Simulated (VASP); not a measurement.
BaTe: energy against volume

BaTe (rock salt, Fm-3m, 44.515 Å³/atom and stress up to 0.01 GPa in the relaxed cell, cube axes along x, y and z) under an equal strain ε along all three axes. PBE in VASP (plane waves, PAW), 480 eV, 8×8×8 Γ-centred mesh, Gaussian smearing 0.05 eV; ions are relaxed, or left where forces stay under 0.02 eV/Å, within the symmetry of each cell.

Here V stands for volume and E for E less E0.

```csv
volume (Å³/atom),E less E0 (meV/atom),pressure (GPa)
40.6275,?,?
41.8970,15.45,1.98
42.5415,8.59,1.43
43.1927,3.80,0.93
43.8504,0.96,0.45
44.5148,0.00,0.01
45.1859,0.81,-0.40
45.8636,3.31,-0.78
46.5482,7.41,-1.14
47.2395,13.04,-1.47
```

Problem. Fit E against V with the third-order Birch-Murnaghan form, a cubic in V^(-2/3), and predict the withheld value at V = 40.6275.

Solution. With u = V^(-2/3) - 0.0797, the rows have u = 0.0031981, 0.0023587, 0.0015319, 0.0007176, -0.0000846, -0.0008749, -0.0016533, -0.0024204, -0.0031762. Least squares gives E = 0.016 + 315.0·u + 1400311·u² + 3199326·u³. Residuals (row less fit): 0.000, -0.002, 0.004, -0.004, 0.001, 0.000, 0.002, -0.002, 0.000; standard error 0.003 (degrees of freedom: 5). Its minimum lies at u = -0.0001125, so V0 = (0.0795875)^(-3/2) = 44.54. There d²E/du² = 2798000 and d³E/du³ = 1.920e7, so B0 = (4/9) × 44.54^(-7/3) × 2798000 × 0.160218 = 28.3 GPa (the last factor turns the table's units into GPa), and B0' = 4 + (2/3) × 0.0795875 × (1.920e7)/2798000 = 4.4. B0' rests on the cubic coefficient alone and has a standard error of 0.1 from these residuals. At the withheld row, u = 0.0049162, so E = 0.016 + 315.0 × 0.0049162 + 1400311 × 0.0049162² + 3199326 × 0.0049162³ = 35.789 meV/atom. The calculation gives 35.78 meV/atom, 0.009 meV/atom below the prediction (0.0 % of the range of E in the table). The row lies outside the fitted rows, so this is an extrapolation. The scatter of the fitted rows lies at the last printed digit.

Spin-orbit coupling is left out, which can shift these values for the heavy elements here. Other structures, which can take over under pressure, weren't tried. The same form fitted to the pressure column gives B0' = 4.4; series where the two differ by over 0.4 aren't shown. Rows are the converged runs of the series near zero and its far end, less any whose ions stayed unrelaxed beside relaxed ones; series whose fitted rows scatter by over a few per cent of the range, as at a crossing or softening among them, aren't shown in this form.
